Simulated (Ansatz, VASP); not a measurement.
# Ni5Ge3 (Ni5Ge3 (C2/c)) in two plane-wave programs

Aim: how closely do two programs agree when they are given the same cell, functional and k mesh? The cell is taken from a series of runs on this material, whose earlier steps may have relaxed, scaled, displaced or heated it; both programs get it as it stands.

Main program and level: Ansatz 0.2.0; plane waves, with VASP 6.6.1 beside it; relaxation of cell and atoms at PBEsol.

### 1. Set-up

The structure is monoclinic, space group C2/c (No. 15). Conventional cell: a = 10.717 Å, b = 6.674 Å, c = 6.307 Å, α = 90.00°, β = 120.90°, γ = 90.00°. Nearest to Ni lie 4 Ge at 2.38 to 2.53 Å and 6 Ni at 2.50 to 2.65 Å. Nearest to Ni lie 4 Ge at 2.45 to 2.51 Å and 6 Ni at 2.50 to 2.55 Å. Nearest to Ni lie 5 Ge at 2.33 to 2.56 Å and 6 Ni at 2.54 to 2.65 Å. Nearest to Ge lie 8 Ni at 2.35 to 2.56 Å. Nearest to Ge lie 7 Ni at 2.33 to 2.53 Å. Farther neighbours are not listed.

### 2. Ansatz: relaxation of cell and atoms, PBEsol

Ansatz runs on its PAW soft_1 files.

The relaxed volume is the usual yardstick between codes: in a stiff, nearly cubic crystal its relative difference is about their pressure difference at one cell divided by the bulk modulus.

File input.yaml:

```yaml
crystal:
  lattice:
    - [5.3584823, -3.3369829, 0.0]
    - [5.3584823, 3.3369829, 0.0]
    - [-3.2392425, 0.0, 5.4118919]
  atoms:
    - { symbol: Ni, position: [0.32828575, 0.81771346, 0.64574645] }
    - { symbol: Ni, position: [0.18228654, 0.67171425, 0.85425355] }
    - { symbol: Ni, position: [0.67171425, 0.18228654, 0.35425355] }
    - { symbol: Ni, position: [0.81771346, 0.32828575, 0.14574645] }
    - { symbol: Ni, position: [0.0, 0.5, 0.0] }
    - { symbol: Ni, position: [0.5, 0.0, 0.5] }
    - { symbol: Ni, position: [0.26072137, 0.08735445, 0.08547177] }
    - { symbol: Ni, position: [0.91264555, 0.73927863, 0.41452823] }
    - { symbol: Ni, position: [0.73927863, 0.91264555, 0.91452823] }
    - { symbol: Ni, position: [0.08735445, 0.26072137, 0.58547177] }
    - { symbol: Ge, position: [0.10305281, 0.89694719, 0.25] }
    - { symbol: Ge, position: [0.89694719, 0.10305281, 0.75] }
    - { symbol: Ge, position: [0.41524617, 0.28353932, 0.95086446] }
    - { symbol: Ge, position: [0.71646068, 0.58475383, 0.54913554] }
    - { symbol: Ge, position: [0.58475383, 0.71646068, 0.04913554] }
    - { symbol: Ge, position: [0.28353932, 0.41524617, 0.45086446] }
basis:
  ecutwfc: 420
  xc_grid: 2
hamiltonian:
  xc: pbesol
  pseudopotentials: { kind: paw, azcp: { folder: soft_1 }, xc_functional: pbe }
kpoints:
  mp_grid: { grid: [7, 7, 7] }
scf:
  occupations: { method: fermi_dirac, width: 0.05 }
  max_iter: 150
output:
  forces: true
  stress: true
relax:
  f_tol: 0.01
  max_steps: 60
  cell: {}
checkpoint:
  write: "../pbesol.run"
  compress: false
  write_wavefunctions: false
  write_every: 100000
```

On the command line:

```bash
$ ansatz run input.yaml --threads 4 --pin off --max-ram 6594MiB --backend cpu --events-out ev --progress --plain --runs-dir out
```

Numbers of over 12 decimals in the logs are rounded to 6 here.

What it wrote:

```text
Engine: ansatz 0.2.0, aarch64-unknown-linux-gnu
Pseudopotentials: kind: paw
Pseudopotential: Ni, paw, valence charge 18, recommended cutoff 420 eV (normal), soft_1/Ni.paw.azcp
Pseudopotential: Ge, paw, valence charge 14, recommended cutoff 420 eV (normal), soft_1/Ge.paw.azcp
Functional definition: PBEsol
  exchange = pbesol_x
  correlation = pbesol_c
Crystal: 16 atoms, lattice volume = 193.542 Å³
Basis set: ecut = 420 eV, 3791 PW (Γ), exchange–correlation on 90×90×90 points (8 copies of the dense FFT grid, shifted against one another)
Bands: 159, of which v1, the nominal top of the filled ones, is band 132 counted from 1 (131 counted from 0)
Symmetry: 4 space group operations
Space group: C2/c (ITA 15), of the structure as read, at distance tolerance 5.8e-5 Å
k-points: 100 of 343
Non-local potential: Ni, projectors of the file, l = 0: 3, l = 1: 2, l = 2: 3, l = 3: 1
Non-local potential: Ge, projectors of the file, l = 0: 2, l = 1: 2, l = 2: 3, l = 3: 1
PAW form: soft (Blöchl's): semilocal exchange-correlation on the pseudo side does not see the compensation charge
PAW frozen core: Ni, regenerated for the run's functional, and the local potential with it (the file was generated under x = pbe(κ = 0.804, μ = 0.219515), c = pbe(β = 0.066725))
PAW frozen core: Ge, regenerated for the run's functional, and the local potential with it (the file was generated under x = pbe(κ = 0.804, μ = 0.219515), c = pbe(β = 0.066725))
PAW one-centre angular grid: Ni, 590 points (default); XC on 64 Gauss nodes
PAW one-centre angular grid: Ge, 590 points (default); XC on 64 Gauss nodes
Initial density: superposition of atomic densities (chi_scale 0.1, normalization cell, long waves kept (reshape's long-wave potential 0.01 eV rms))
Initial wavefunctions: pseudopotential atomic-orbital guess
Functional: x = pbesol(κ = 0.804, μ = 0.123457), c = pbesol(β = 0.046)
SCF iter   1: F=—  HF=-83584.384665 eV  |F-HF|=—  |Δ(HF+E_count)|=         —  Δρ=1.44e-1  dr2=4.16e1  ethr=3.10e-3  ⟨swp⟩=5.0  Hψ=47998  notcnv=0  defer=924
preconditioner: auto → Kerker (q_TF=auto, 2.873 Å⁻¹)  [metal: Δε(μ)=0.007 eV  Ē_g=14.722 eV  σ=0.050 eV  W_gap=0.03  n_scr=64 (ndim 8)  ℏωp=36.2 eV  f_vac=0.000  D(μ)=6.33/eV (n_scr^D=56)]
SCF iter   2: F=—  HF=-83579.413000 eV  |F-HF|=—  |Δ(HF+E_count)|=    4.97e0  Δρ=5.16e-2  dr2=9.67e0  ethr=3.10e-3  ⟨swp⟩=3.1  Hψ=25030  notcnv=0  defer=1729
SCF iter   3: F=—  HF=-83577.391796 eV  |F-HF|=—  |Δ(HF+E_count)|=    2.02e0  Δρ=2.57e-2  dr2=2.69e0  ethr=3.10e-3  ⟨swp⟩=2.1  Hψ=19090  notcnv=0  defer=1682
SCF iter   4: F=—  HF=-83576.857801 eV  |F-HF|=—  |Δ(HF+E_count)|=   5.34e-1  Δρ=8.58e-3  dr2=1.57e-1  ethr=1.02e-3  ⟨swp⟩=2.9  Hψ=21687  notcnv=0  defer=1684
SCF iter   5: F=—  HF=-83576.842365 eV  |F-HF|=—  |Δ(HF+E_count)|=   1.54e-2  Δρ=3.18e-3  dr2=3.70e-2  ethr=5.97e-5  ⟨swp⟩=2.6  Hψ=28720  notcnv=0  defer=1574
SCF iter   6: F=—  HF=-83576.817459 eV  |F-HF|=—  |Δ(HF+E_count)|=   2.49e-2  Δρ=1.99e-3  dr2=1.09e-2  ethr=1.40e-5  ⟨swp⟩=2.0  Hψ=24652  notcnv=0  defer=1574
SCF iter   7: F=—  HF=-83576.818008 eV  |F-HF|=—  |Δ(HF+E_count)|=   5.49e-4  Δρ=8.43e-4  dr2=2.36e-3  ethr=4.14e-6  ⟨swp⟩=2.0  Hψ=20999  notcnv=0  defer=1574
SCF iter   8: F=—  HF=-83576.817478 eV  |F-HF|=—  |Δ(HF+E_count)|=   5.30e-4  Δρ=3.94e-4  dr2=3.51e-4  ethr=8.94e-7  ⟨swp⟩=2.0  Hψ=20475  notcnv=0  defer=1574
SCF iter   9: F=—  HF=-83576.817419 eV  |F-HF|=—  |Δ(HF+E_count)|=   5.97e-5  Δρ=1.51e-4  dr2=3.02e-5  ethr=1.33e-7  ⟨swp⟩=2.0  Hψ=20550  notcnv=0  defer=1574
SCF iter  10: F=—  HF=-83576.817394 eV  |F-HF|=—  |Δ(HF+E_count)|=   2.47e-5  Δρ=3.23e-5  dr2=1.48e-6  ethr=1.14e-8  ⟨swp⟩=2.1  Hψ=21506  notcnv=0  defer=1574
SCF iter  11: F=—  HF=-83576.817394 eV  |F-HF|=—  |Δ(HF+E_count)|=   2.95e-7  Δρ=1.62e-5  dr2=3.80e-7  ethr=5.59e-10  ⟨swp⟩=2.0  Hψ=27028  notcnv=0  defer=1574
SCF iter  12: F=-83576.817394 eV  HF=-83576.817394 eV  |F-HF|=4.23e-8  |Δ(HF+E_count)|=   5.04e-8  Δρ=6.62e-6  dr2=5.80e-8  ethr=3.79e-11  ⟨swp⟩=4.0  Hψ=55877  notcnv=0
SCF 1 converged in 12 iterations: F = -83576.817394 eV  dr2 = 5.80e-8
  greatest PAW one-centre occupation: 1.001 electrons in one spin orbital (limit 2), on the Ni atom at site 8 (counted from 0), in its partial waves of l = 1
relax step   1: F+E_penalty+E_count = -83576.81739370 eV  Δ(F+E_penalty+E_count) = +0.000e0 eV  max|allowed force component| = 8.437e-2 eV/Å  Δτ_max = 0.0000 Å  P = -1.362 GPa  Ω = 193.542 Å³  (12 SCF iters, dr2 threshold 1.00e-7 eV, accepted)
[...]
relax step   3: F+E_penalty+E_count = -83576.83115107 eV  Δ(F+E_penalty+E_count) = -3.385e-3 eV  max|allowed force component| = 7.383e-3 eV/Å  Δτ_max = 0.0087 Å  P = +0.079 GPa  Ω = 191.757 Å³  energy of the carried Pulay correction = +9.386e-4 eV  (6 SCF iters, dr2 threshold 9.96e-7 eV, accepted)
[...]
relax step   4: F+E_penalty+E_count = -83576.83121297 eV  Δ(F+E_penalty+E_count) = -6.190e-5 eV  max|allowed force component| = 4.989e-3 eV/Å  Δτ_max = 0.0010 Å  P = +0.021 GPa  Ω = 191.801 Å³  energy of the carried Pulay correction = +9.153e-4 eV  (6 SCF iters, dr2 threshold 3.24e-8 eV, accepted)
[...]
relax step   5: F+E_penalty+E_count = -83576.83030736 eV  Δ(F+E_penalty+E_count) = +9.056e-4 eV  max|allowed force component| = 4.967e-3 eV/Å  Δτ_max = 0.0000 Å  P = +0.023 GPa  Ω = 191.801 Å³  stress off target by 3.24e-2 GPa  SCF on the basis re-selected at this cell (its energy is not comparable with the rows above)  (7 SCF iters)
basis re-selected at this cell: Δ(F+E_penalty+E_count) = +9.056e-4 eV, ΔP = +0.002 GPa vs the last step (what re-selecting the basis moved, of the pressure what is left beyond the Pulay correction that the steps carried, after the strain that the cell walked since its last selection, with what the two solves' SCF thresholds leave and, on support functions, any second-order correction that the steps lacked; it is no m [...]
SCF converged after 7 iterations
Free energy (F): -83576.830307 eV
Harris-Foulkes:  -83576.830307 eV  (|F-HF|=1.46e-11)
Internal energy: -83576.747675 eV  (E = F + TS)
E sigma→0 (E₀):  -83576.788991 eV
Entropy (-TS):   -0.082632 eV (-5.165 meV/atom)
Fermi energy:    17.138574 eV
--- Per-component energies (eV) ---
  E_band       = -3257.223845
  E_kinetic    = 3997.412361
  E_local      = -40327.898182  (includes V_loc(G=0)·N_el)
  E_nonlocal   = 176.611135
  E_hartree    = 21263.523359
  E_xc         = -1560.695053
  E_vxc        = -1861.793001  (∫ρ·V_xc dr)
  E_paw        = -28082.864915  (= ΣΔE_a)
  E_vpaw       = -7768.611081  (= ΣTr[D̂ρ^β])
  E_aug_tail   = 0.008877  (compensation charges beyond the density's cutoff)
  E_ewald      = -39050.325777
  E_core_change = 7.480519  (= ΣΔE_core)
  E_smearing   = -0.082632  (= −TS)
  E_closure    = -0.000000  (closes the sum)
  Σ components = -83576.830307   (vs F -83576.830307, Δ=0.00e0)
--- Forces (eV/Å), atoms counted from 1 ---
  atom   1  Ni     0.00157829    -0.00035550     0.00408818
  atom   2  Ni    -0.00157829    -0.00035550    -0.00408818
  atom   3  Ni    -0.00157829     0.00035550    -0.00408818
  atom   4  Ni     0.00157829     0.00035550     0.00408818
  atom   5  Ni     0.00000000     0.00000000     0.00000000
  atom   6  Ni     0.00000000     0.00000000     0.00000000
  atom   7  Ni    -0.00496712    -0.00033901     0.00214394
  atom   8  Ni     0.00496712    -0.00033901    -0.00214394
  atom   9  Ni     0.00496712     0.00033901    -0.00214394
  atom  10  Ni    -0.00496712     0.00033901     0.00214394
  atom  11  Ge     0.00000000    -0.00070303     0.00000000
  atom  12  Ge    -0.00000000     0.00070303    -0.00000000
  atom  13  Ge    -0.00265179     0.00003130     0.00197486
  atom  14  Ge     0.00265179     0.00003130    -0.00197486
  atom  15  Ge     0.00265179    -0.00003130    -0.00197486
  atom  16  Ge    -0.00265179    -0.00003130     0.00197486
  max |Σ_I F_I| component: 1.73e-18 eV/Å
--- Stress (GPa, compression-positive) ---
        0.021508       0.000000       0.009953
        0.000000       0.024020       0.000000
        0.009953       0.000000       0.023225
  P = ⅓ Tr σ = 0.0229 GPa (0.229 kbar)
--- Relaxed structure (4 steps of the walk, 4 accepted, 1 SCFs on fresh bases) ---
  F+E_penalty+E_count = -83576.83030736 eV   max|allowed force component| = 4.967e-3 eV/Å   (the final SCF, on the basis selected at the relaxed cell)
  cell:  # Å, volume = 191.8014 Å³
    - [5.343994, -3.328264, 0.00512451]
    - [5.343994, 3.328264, 0.00512451]
    - [-3.225309, 4.137973513454962e-18, 5.388761]
  atoms:
    - { symbol: Ni, position: [0.327620, 0.820244, 0.647691] }
    - { symbol: Ni, position: [0.179756, 0.672380, 0.852309] }
    - { symbol: Ni, position: [0.672380, 0.179756, 0.352309] }
    - { symbol: Ni, position: [0.820244, 0.327620, 0.147691] }
    - { symbol: Ni, position: [-2.1467203015212988e-17, 0.5, 0.0] }
    - { symbol: Ni, position: [0.5, 0.0, 0.500000] }
    - { symbol: Ni, position: [0.260835, 0.087326, 0.085620] }
    - { symbol: Ni, position: [0.912674, 0.739165, 0.414380] }
    - { symbol: Ni, position: [0.739165, 0.912674, 0.914380] }
    - { symbol: Ni, position: [0.087326, 0.260835, 0.585620] }
    - { symbol: Ge, position: [0.105291, 0.894709, 0.250000] }
    - { symbol: Ge, position: [0.894709, 0.105291, 0.750000] }
    - { symbol: Ge, position: [0.416089, 0.286044, 0.952612] }
    - { symbol: Ge, position: [0.713956, 0.583911, 0.547388] }
    - { symbol: Ge, position: [0.583911, 0.713956, 0.047388] }
    - { symbol: Ge, position: [0.286044, 0.416089, 0.452612] }
```

Reading the cycles: dr2 is the Hartree energy of the density residual (eV), the measure of convergence; HF is the Harris–Foulkes estimate of the energy, which meets the free energy F at convergence.

(Part 1 of 2 ends here.)

[Lines on the potential files, build, host, timing and source positions are cut from VASP's logs without a mark.]

[Logs are printed without paths, hosts, clocks, repeated set-up lines and the standing remarks that a program may print on its own settings, such as how far it seeks lower states.]

[Hosts, paths, dates, database ids (printed as entryN), source tags and the programs' standing remarks are cut or masked in the printed files.]
